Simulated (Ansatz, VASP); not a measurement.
# Two plane-wave programs on RuPt2

Contents of INCAR:

```
SYSTEM = RuPt2
PREC = Accurate ; ENCUT = 520
EDIFF = 1E-6 ; ISMEAR = 0
SIGMA = 0.1 ; LREAL = .False.
LASPH = .True. ; NELM = 150
ALGO = Normal ; ISIF = 2
LWAVE = .False. ; LCHARG = .False.
ISPIN = 2 ; MAGMOM = 1 0 0
LORBIT = 11 ; LMAXMIX = 4
GGA = PE ; NBANDS = 28
```

Contents of KPOINTS:

```
Automatic mesh
0
Gamma
  6 6 6
  0 0 0
```

File POSCAR:

```
RuPt2
1.0
    4.4615032909      0.0000000000      0.0000000000
   -2.2307516455      3.8637751890      0.0000000000
    0.0000000000      0.0000000000      2.6797930785
Ru Pt
1 2
Direct
    0.0000000000      0.0000000000      0.0000000000
    0.3333333333      0.6666666667      0.5000000000
    0.6666666667      0.3333333333      0.5000000000
```

Input for Ansatz:

```yaml
crystal:
  lattice:
    - [4.4615032909, 0.0, 0.0]
    - [-2.2307516455, 3.863775189, 0.0]
    - [0.0, 0.0, 2.6797930785]
  atoms:
    - { symbol: Ru, position: [0.0, 0.0, 0.0], spin: 1.0 }
    - { symbol: Pt, position: [0.3333333333, 0.6666666667, 0.5] }
    - { symbol: Pt, position: [0.6666666667, 0.3333333333, 0.5] }
basis:
  ecutwfc: 420
kpoints:
  mp_grid: { grid: [6, 6, 6] }
hamiltonian:
  xc: pbe
scf:
  occupations: { method: gaussian, width: 0.1 }
  lower_state_search: "off"
output:
  forces: true
  stress: true
  eigenvalues: true
  populations: true
magnetization:
  spin_polarized: true
```

Change from the starting cell: species swapped into the TmSi2 type (P6/mmm, No. 191).

Alike in both runs: task single point; functional PBE; k mesh 6 × 6 × 6; occupations gaussian, width 0.1 eV; collinear spin.

|  | VASP | Ansatz |
| --- | --- | --- |
| version | VASP 6.6.1 | Ansatz 0.2.0 |
| potentials or method | VASP PAW PBE potentials, release 64 (Ru_pv, Pt) | scalar-relativistic, plane waves, PAW |
| plane-wave cutoff (eV) | 520 | 420 |
| valence electrons in the cell | 34 | 52 |

|  | VASP | Ansatz | Ansatz less VASP |
| --- | --- | --- | --- |
| gap on the k mesh at the Fermi level (eV) | none | none | - |
| pressure (GPa) | 0.9 | 1.3 | +0.44 |
| largest component of the traceless stress (GPa) | 0.16 | 0.19 | +0.030 |
| net moment per atom (μB) | 0.45 | 0.45 | -0.001 |
| size of the moment on the site where the two differ most (μB) | 1.14 | 1.10 | -0.039 |

Site moments also hang on the region over which each program counts them. A gap of «none» marks a metal or a gap that the smearing closes. The two sets of potentials don't hold the same shells in valence.

Caveats: the k mesh is coarse (spacing up to 0.39 Å⁻¹), so the values aren't converged. Spin-orbit coupling is left out, which matters for the levels of Pt.
